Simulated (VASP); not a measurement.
# The low-index faces of Be, part 4 of 4

Aim: compare the low-index faces of Be at one level of theory.

VASP 6.6.1; PBE; plane waves and PAW (Be).

So far. Step 5 (Potential and states of the slab, 8 atoms, face …): The vacuum level lies 5.39 eV above the Fermi level at the upper face; both faces agree, as the slab has next to no dipole. Step 6 (Surface relaxation, 12 atoms, face Be(10-10)): The run ended after 12 ionic steps, 0.085 eV below its first step, once the forces on the free atoms met EDIFFG = -0.03.

## 7. Vacuum level and density of states, 12 atoms, face Be(10-10) (continued)

Parts of OUTCAR (step 7):

```text
   NELECT =      24.0000    total number of electrons

 dipolmoment           0.000000      0.000000      0.000000 electrons x Angstroem

 E-fermi :   0.7071

 k-point     1 :       0.0000    0.0000    0.0000
  band No.  band energies     occupation
    ...
      8      -2.7328      2.00000
      9      -2.6725      2.00000
     10      -1.5310      2.00000
     11      -0.1429      2.00000
     12      -0.0152      2.00000
     13       1.6092     -0.00000
     14       1.7365     -0.00000
     15       1.9971     -0.00000
     16       2.2416     -0.00000
     17       2.3387     -0.00000
    ...

  Total        0.8688165     -1.3141258     -0.0572556      0.0000000      0.0000000      0.0000000
  in kB        6.7740571    -10.2460807     -0.4464150      0.0000000      0.0000000      0.0000000
  external PRESSURE =      -1.3061462 kB  Pullay stress =       0.0000000 kB

 POSITION                                       TOTAL-FORCE (eV/Angst)
 -----------------------------------------------------------------------------------
      0.00000      0.00000      7.64655         0.000000      0.000000     -0.006635
      1.13145      0.00000      9.53744         0.000000      0.000000     -0.001762
      1.13145      1.78391      8.13545         0.000000      0.000000      0.010122
      0.00000      0.00000     11.46114         0.000000      0.000000     -0.000582
      0.00000      1.78391     10.08970         0.000000      0.000000      0.002227
      1.13145      0.00000     13.40287         0.000000      0.000000     -0.016144
      1.13145      1.78391     12.04904         0.000000      0.000000      0.016144
      0.00000      0.00000     15.36221         0.000000      0.000000     -0.002227
      0.00000      1.78391     13.99077         0.000000      0.000000      0.000582
      1.13145      0.00000     17.31646         0.000000      0.000000     -0.010122
      1.13145      1.78391     15.91447         0.000000      0.000000      0.001762
      0.00000      1.78391     17.80537         0.000000      0.000000      0.006635
 -----------------------------------------------------------------------------------
    total drift:                               -0.000000     -0.000000      0.000000

  FREE ENERGIE OF THE ION-ELECTRON SYSTEM (eV)
  ---------------------------------------------------
  free  energy   TOTEN  =       -43.2692124020 eV

  energy  without entropy=      -43.2651597411  energy(sigma->0) =      -43.26786152

 vacuum level on the upper side and lower side of the slab         5.244         5.244

[... 9 parts as in an earlier step ...]

[... 8 further parts left out ...]
```

Numbers from this step:

```yaml
electronic_cycles: 22
fermi_energy: 0.7071 eV
vacuum_levels: 5.244, 5.244 eV
work_functions_of_the_upper_and_lower_face: 4.537, 4.537 eV
```

The planar average of the electrostatic potential oscillates, so the rows of the table below give means over windows of 1.93 Å about each position, cut where the curve ends. Its maxima inside the range that stand out by 2 % of the span (Å: eV): 8.9: -2.45, 10.8: -2.71, 12.7: -2.84, 14.7: -2.71, 16.6: -2.45. Its minima: 7.8: -11.1, 9.8: -11.2, 11.7: -10.9, 13.7: -10.9, 15.7: -11.2, 17.6: -11.1.

Zero at the Fermi level. Planar average of the electrostatic potential against height; means over each step:

| height (Å) | planar average of the electrostatic potential (eV) |
| --- | --- |
| 0.96 | 4.54 |
| 2.90 | 4.54 |
| 4.83 | 4.50 |
| 6.76 | -0.0352 |
| 8.69 | -6.81 |
| 10.62 | -6.93 |
| 12.55 | -6.94 |
| 14.48 | -6.89 |
| 16.41 | -6.82 |
| 18.34 | -2.83 |
| 20.27 | 4.43 |
| 22.20 | 4.54 |
| 24.13 | 4.54 |

Density of states in the PAW spheres, an atom over height of the layer and energy from the Fermi level.

Ten even steps from '0' (0.041 states/eV) to '9' (0.255 states/eV), each cell a mean:
```
502000000205
412010010214
331121121133
232121121232
352323323253
462333333264
773534435377
896756657698
664434434466
865556655568
444555555444
335555555533
344444444443
234455554432
223344443322
224433334422
223333333322
223344443322
223222222322
012222222210
123222222321
112122221211
```
Columns: height of the layer (Å) from 7.6 to 17.8 (not evenly spaced); rows upwards: energy from the Fermi level (eV) from -7.9 to 0.5.

Valence density in the ca plane at fractional y = 0.000, with atoms of Be within 0.2 Å of it. It is the smooth field of the valence electrons, not physical close to the nuclei.

Ten even steps from '0' (0.00 e/Å³) to '9' (0.31 e/Å³), each cell a mean:
```
34457778999854777789887557778886310000000000
35788878898877888788887778877876310000000000
36999875677788998756777899876565310000000000
36999973367778998624777889874245310000000000
36999874577788998645777899875455310000000000
36898877788878988778877788877775310000000000
34567778998865787789887557778886310000000000
33236778999842677789987336778886310000000000
```
Columns run along c (16.0 Å, from fractional 0.27 to 0.90 of the cell), rows up along a (2.3 Å). Atoms in or near the plane, at fractional coordinates: Be at (0.30, 0.00), Be at (0.37, 0.50), Be at (0.45, 0.00), Be at (0.53, 0.50), Be at (0.60, 0.00), Be at (0.68, 0.50).

The map of layer states is cut here 0.5 eV above the Fermi level, so it leaves out the states above that.

The vacuum level lies 4.54 eV above the Fermi level at the upper face; both faces agree, as the slab has next to no dipole.

The program found no field-free point at its default tolerance, but its printed level agrees with the flat part of the planar average.

On this mesh the fine structure of the density of states is sampling noise, and high empty states may be cut by the number of bands.

## 8. The faces side by side

This step: surfaces of a metal, PBE; plane waves and PAW (VASP 6.6.1).

No new run; the numbers come from the runs before.

Symmetric slabs, all atoms free. All faces:

| face | layers | area a surface atom (Å²) | work function (eV) | surface energy as cut (J/m²) | surface energy relaxed (J/m²) | change of the top spacing (%) |
| --- | --- | --- | --- | --- | --- | --- |
| Be(0001) | 8 | 4.435 | 5.391 | 1.796 | 1.775 | 3.61 |
| Be(10-10) | 12 | 8.074 | 4.537 | 2.001 | 1.916 | -25.16 |

Each surface energy is the slab's energy less its number of atoms times the bulk energy of -3.7666 eV, over twice the cell's area.

## 9. Summary of results

```
Be(0001)  : 1.78 J/m², 5.39 eV
Be(10-10) : 1.92 J/m², 4.54 eV
```

In words: The cheapest face is Be(0001) at 1.78 J/m², against 1.92 for Be(10-10). The work functions are 5.39 eV for Be(0001) and 4.54 eV for Be(10-10). The densest face has the highest work function, as the smoothing of the electron density over an open face lowers the surface dipole. The densest face is also the cheapest, since it cuts the fewest bonds an area. The top spacing changes by +3.6 % on Be(0001) and -25.2 % on Be(10-10). Of the two ends of the prism face, the one with the short outer spacing was run. One thickness was run for each face, and bulk and slab meshes don't match, which leaves some hundredths of a J/m². The cells are 1 × 1 and can't reconstruct.

[Lines on the potential files, build, host, timing and source positions are cut from VASP's logs without a mark.]

[Logs are printed without paths, hosts, clocks, repeated set-up lines and the standing remarks that a program may print on its own settings, such as how far it seeks lower states.]

[Hosts, paths, dates, database ids (printed as entryN), source tags and the programs' standing remarks are cut or masked in the printed files.]

[Runs that stopped without an error message from VASP are left out.]
